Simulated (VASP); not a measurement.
Method: PBE GGA with D4 dispersion, VASP's PBE PAW potentials (set 64) (plane waves; VASP).

Input for VASP

**POSCAR**
```
BN
1.0
  1.2712383907  -2.2018496996   0.0000000000
  1.2712383907   2.2018496996   0.0000000000
  0.0000000000   0.0000000000   4.2045073007
B N
2 2
direct
  0.6666670000   0.3333330000   0.5002134771
  0.3333330000   0.6666670000   0.0002134771
  0.6666670000   0.3333330000   0.8747865229
  0.3333330000   0.6666670000   0.3747865229
```

**INCAR**
```
! general
SYSTEM  =  BN
PREC    =  Accurate
ENCUT   =  520   ! plane-wave cut-off (eV)
LREAL   =  F   ! projection in real space or not
LASPH   =  T   ! aspherical one-centre terms

! electronic loop
EDIFF   =  1E-7
NELM    =  100   ! most electronic steps
ALGO    =  Normal   ! blocked Davidson

! smearing
ISMEAR  =  0
SIGMA   =  0.05   ! width (eV)

! functional
GGA     =  PE
IVDW    =  13   ! D4

! ions
IBRION  =  2   ! conjugate gradients
NSW     =  30   ! most ionic steps
ISIF    =  4   ! ions and shape, fixed volume
EDIFFG  =  -0.01   ! ionic stop

! output
LWAVE   =  F
LCHARG  =  F
```

File KPOINTS:
```
Automatic mesh
0
Gamma
10 10 5
```

POTCAR, in this order: B N (PBE.64 set). Program: vasp_std.

The resulting files:

OSZICAR:
```
       N       E                     dE             d eps       ncg     rms          rms(c)
DAV:   1     0.501082924190E+02    0.50108E+02   -0.87017E+03  1008   0.129E+03
DAV:   2    -0.343313531277E+02   -0.84440E+02   -0.78203E+02  1420   0.270E+02
DAV:   3    -0.367687431929E+02   -0.24374E+01   -0.24267E+01  1332   0.470E+01
DAV:   4    -0.367823172286E+02   -0.13574E-01   -0.13564E-01  1268   0.363E+00
DAV:   5    -0.367824738284E+02   -0.15660E-03   -0.15657E-03  1316   0.359E-01    0.952E+00
DAV:   6    -0.350013409268E+02    0.17811E+01   -0.47689E+00  1252   0.182E+01    0.459E+00
DAV:   7    -0.348562859773E+02    0.14505E+00   -0.23613E-01  1200   0.478E+00    0.273E+00
DAV:   8    -0.348265286205E+02    0.29757E-01   -0.72922E-02  1104   0.255E+00    0.224E-01
DAV:   9    -0.348257304645E+02    0.79816E-03   -0.21383E-03  1292   0.487E-01    0.124E-01
DAV:  10    -0.348259693992E+02   -0.23893E-03   -0.38163E-04  1192   0.196E-01    0.259E-02
DAV:  11    -0.348259746465E+02   -0.52473E-05   -0.65150E-05  1284   0.706E-02    0.137E-02
DAV:  12    -0.348259756495E+02   -0.10029E-05   -0.91266E-06  1260   0.298E-02    0.214E-03
DAV:  13    -0.348259757876E+02   -0.13816E-06   -0.20671E-07   944   0.522E-03    0.511E-04
DAV:  14    -0.348259757949E+02   -0.72657E-08   -0.14852E-08   716   0.143E-03
   1 F= -.35782424E+02 E0= -.35782424E+02  d E =-.357824E+02
```

### OUTCAR
```
------------------------ aborting loop because EDIFF is reached ----------------------------------------
  Edisp (eV):   -0.95645
  FORCE on cell =-STRESS in cart. coord.  units (eV):
  Direction    XX          YY          ZZ          XY          YZ          ZX
  --------------------------------------------------------------------------------------
  Total       0.00209     0.00209     0.00688     0.00000     0.00000     0.00000
  in kB       0.14200     0.14200     0.46840     0.00000     0.00000     0.00000
  external pressure =        0.25 kB  Pullay stress =        0.00 kB
  volume of cell :       23.54
      direct lattice vectors                 reciprocal lattice vectors
     1.271238391 -2.201849700  0.000000000     0.393317259 -0.227081803  0.000000000
     1.271238391  2.201849700  0.000000000     0.393317259  0.227081803  0.000000000
     0.000000000  0.000000000  4.204507301     0.000000000  0.000000000  0.237839996
  FREE ENERGIE OF THE ION-ELECTRON SYSTEM (eV)
  ---------------------------------------------------
  free  energy   TOTEN  =       -35.7824236430 eV

  energy  without entropy=      -35.7824236430  energy(sigma->0) =      -35.78242364

 reached required accuracy - stopping structural energy minimisation
```
(Selected blocks of OUTCAR.)

OUTCAR:
```
 val. band max:        7.6074675546   @ k =   0.0000   0.0000   0.0000

 cond. band min:      12.9889941113   @ k =   0.3000   0.3000   0.0000


 Fermi energy:         7.9259934468

 k-point     1 :       0.0000    0.0000    0.0000
  band No.  band energies     occupation
      1     -12.8436      2.00000
      2      -8.6694      2.00000
      3      -3.3480      2.00000
      4       5.4734      2.00000
      5       5.4734      2.00000
      6       7.3378      2.00000
      7       7.6074      2.00000
      8       7.6075      2.00000
      9      15.9972      0.00000
     10      15.9973      0.00000
     11      16.2444      0.00000
     12      17.1861      0.00000

 k-point     2 :       0.1000    0.0000    0.0000
  band No.  band energies     occupation
      1     -12.6255      2.00000
      2      -8.5027      2.00000
      3      -3.1321      2.00000
      4       4.5004      2.00000
      5       5.0761      2.00000
      6       6.7994      2.00000
      7       7.1226      2.00000
      8       7.3806      2.00000
      9      15.6796      0.00000
     10      16.4256      0.00000
     11      16.5729      0.00000
     12      17.8687      0.00000

 k-point     3 :       0.2000    0.0000    0.0000
  band No.  band energies     occupation
      1     -11.9814      2.00000
      2      -8.0377      2.00000
      3      -2.4964      2.00000
      4       2.3256      2.00000
      5       4.2202      2.00000
      6       4.9252      2.00000
      7       6.4721      2.00000
      8       6.7961      2.00000
      9      15.1746      0.00000
     10      17.0014      0.00000
     11      17.3328      0.00000
     12      18.6153      0.00000

 k-point     4 :       0.3000    0.0000    0.0000
  band No.  band energies     occupation
      1     -10.9517      2.00000
      2      -7.4292      2.00000
      3      -1.4929      2.00000
      4       0.0186      2.00000
      5       2.7604      2.00000
      6       3.3782      2.00000
...
```

The compound is BN in the wurtzite structure, a metastable high-pressure form. It was relaxed first.
